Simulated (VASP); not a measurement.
An input for Quantum ESPRESSO's pw.x (written as the equivalent of a VASP run, and not itself run):

```
&CONTROL
  calculation = 'vc-relax'
  pseudo_dir = './pseudo'
  outdir = './out'
  tprnfor = .true.
  tstress = .true.
  nstep = 30
  forc_conv_thr = 0.00039
/
&SYSTEM
  ibrav = 0
  nat = 3
  ntyp = 2
  ecutwfc = 102
  occupations = 'smearing'
  smearing = 'gaussian'
  degauss = 0.003675
  input_dft = 'pz'
/
&ELECTRONS
  conv_thr = 7.3e-09
  electron_maxstep = 100
/
&IONS
/
&CELL
  cell_dofree = 'shape'
/
ATOMIC_SPECIES
  Cd 112.414 Cd.upf
  I 126.904 I.upf
CELL_PARAMETERS angstrom
     2.0893982   -3.6189441    0.0000000
     2.0893982    3.6189441    0.0000000
     0.0000000    0.0000000    6.6959899
ATOMIC_POSITIONS crystal
  Cd   0.0000000  0.0000000  0.0000000
  I    0.3333330  0.6666670  0.2523038
  I    0.6666670  0.3333330  0.7476962
K_POINTS automatic
  6 6 4 0 0 0
```

Problem. Translate this input to VASP (INCAR, KPOINTS, POSCAR, choice of POTCAR).

Solution. One answer among several that fit: 
**INCAR**
```
SIGMA = 0.05   # width (eV)
IBRION = 2
EDIFF = 1E-7   # SCF stop (eV)
EDIFFG = -0.01   # ionic stop
NELM = 100   # most electronic steps
ISMEAR = 0   # Gaussian
LREAL = F   # projection in real space or not
ENCUT = 520
LMAXMIX = 4   # l cut-off of mixed one-centre charges
ISIF = 4   # ions and shape, fixed volume
LCHARG = F
PREC = Accurate
NSW = 30
SYSTEM = CdI2
ALGO = Normal
LASPH = T   # aspherical one-centre terms
LWAVE = F
```

### POSCAR
```
CdI2
1
    2.0893981900    -3.6189440978     0.0000000000
    2.0893981900     3.6189440978     0.0000000000
    0.0000000000     0.0000000000     6.6959898957
Cd I
1 2
Direct
  0.0000000000   0.0000000000   0.0000000000
  0.3333330000   0.6666670000   0.2523038134
  0.6666670000   0.3333330000   0.7476961866
```

File KPOINTS:
```
Automatic mesh
0
Gamma
6 6 4
0 0 0
```

POTCAR, in this order: Cd I (LDA.64 set). Program: vasp_std.

The two are equivalent in intent, not identical: the potentials are each code's own (VASP's PAW set, PseudoDojo norm-conserving files in pw.x), so ENCUT and ecutwfc are chosen apart and not converted; conv_thr bounds pw.x's estimated SCF error, while EDIFF bounds the energy change between steps; forc_conv_thr acts on force components and is met together with etot_conv_thr.

The compound is CdI2 in the 1T layered structure. This run relaxes it. Symmetry was kept, so distortions that lower it aren't found.
